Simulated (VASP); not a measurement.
Runs of VASP 6.6.1 on Cs2AgBiBr6. The structure is cubic, space group Fm-3m (No. 225). Conventional cell: a = 11.187 Å, b = 11.187 Å, c = 11.187 Å, α = 90.00°, β = 90.00°, γ = 90.00°. Cs (site symmetry -43m) has 12 Br at 3.96 Å as nearest neighbours. Ag (site symmetry m-3m) has 6 Br at 2.75 Å as nearest neighbours. Bi (site symmetry m-3m) is surrounded by 6 Br at 2.84 Å. Br (site symmetry 4mm) has 1 Ag at 2.75 Å and 1 Bi at 2.84 Å as nearest neighbours. 

```csv
task,cell,gap on the mesh (eV),pressure (GPa)
relaxation of the atoms,atoms relaxed from: a relaxed cell with its volume scaled by 1.02,1.13,-0.5
relaxation of the atoms,atoms relaxed from: a relaxed cell with its volume scaled by 0.94,0.99,2.0
relaxation of the atoms,atoms relaxed,1.10,0.0
relaxation of the atoms,atoms relaxed from: a relaxed cell with its volume scaled by 1.06,(b),-1.3
relaxation of cell and atoms,relaxed,1.10,0.0
relaxation of the atoms,atoms relaxed from: a relaxed cell with its volume scaled by 0.98,1.06,0.6
relaxation of the atoms,atoms relaxed from: a relaxed cell with its volume scaled by 1.04,1.16,-0.9
relaxation of the atoms,atoms relaxed from: a relaxed cell with its volume scaled by 0.96,(a),1.2
```

Alike in all rows: level PBEsol; potentials or basis VASP PAW PBE potentials, release 64 (Cs_sv, Ag, Bi_d, Br); no spin polarisation; k mesh 4 × 4 × 4; cutoff (eV) 600; smearing gaussian 0.03 eV.

**Question.** Fill in the values left out.

**Answer.** (a) 1.02; (b) 1.20.

Caveats: the PAW data sets were made with another functional, which shifts forces and pressure a little; spin-orbit coupling is left out, which as a rule narrows the gap of such compounds by several tenths of an eV; the relaxation stopped at its first step, so nothing moved (some runs).

A k mesh can miss the band edges, and the runs leave out spin-orbit coupling on Ag, Bi, Br, Cs.
